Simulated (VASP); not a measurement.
# GaN: band gap against strain

GaN (zinc blende, F-43m, 11.432 Å³/atom and stress up to 0.18 GPa in the relaxed cell, cube axes along x, y and z) under an equal strain ε along all three axes. r2SCAN in VASP (plane waves, PAW), 600 eV, 12×12×12 Γ-centred mesh, Gaussian smearing 0.05 eV; ions are relaxed, or left where forces stay under 0.02 eV/Å, within the symmetry of each cell. Gaps are the smallest on the run's k-mesh, which can miss an edge that lies off it, without spin-orbit coupling; in all rows the valence edge lies at Γ and the conduction edge at Γ.

Here s stands for strain and Eg for gap.

| strain (%) | gap (eV) |
|---|---|
| -1.50 | 2.429 |
| -1.00 | 2.328 |
| -0.50 | 2.227 |
| 0.00 | 2.127 |
| 0.50 | 2.027 |
| 1.00 | 1.927 |
| 1.50 | 1.829 |
| 3.00 | ? |

Q: Fit Eg against s with a straight line, and predict the withheld value at s = 3.00.

A: Means: s 0, Eg 2.1277. About the means, the sum of products is -1.4010 and the sum of squares of s is 7.0000; the slope is their ratio. Least squares gives Eg = 2.1277 - 0.20014·s. Residuals (row less fit): 0.0011, 0.0002, -0.0008, -0.0007, -0.0006, -0.0006, 0.0015; standard error 0.0010 (degrees of freedom: 5). Over these rows the gap moves by -20.01 ± 0.04 eV per unit strain, or -6.7 eV per unit of ln V. At the withheld row, Eg = 2.1277 - 0.20014 × 3.0 = 1.5273 eV. The calculation gives 1.536 eV, 0.0087 eV above the prediction (1.0 % of the range of Eg in the table). The row lies outside the fitted rows, so this is an extrapolation. From the scatter of the fitted rows alone, a prediction at this place has a standard error of 0.0016 eV, so the miss is 5.4 times that.

A polynomial of degree 2 through the 12 other runs of the series gives 1.535 there, so most of the miss is curvature that the fit leaves out. Other structures, which can take over under pressure, weren't tried. GaN is here a metastable form; wurtzite is the usual one. Rows are the converged runs of the series near zero and its far end; series whose fitted rows scatter by over a few per cent of the range, as at a crossing or softening among them, aren't shown in this form, nor equations of state whose B0' disagrees with the runs' pressures. Most that stay on the fit to the last digits aren't either.
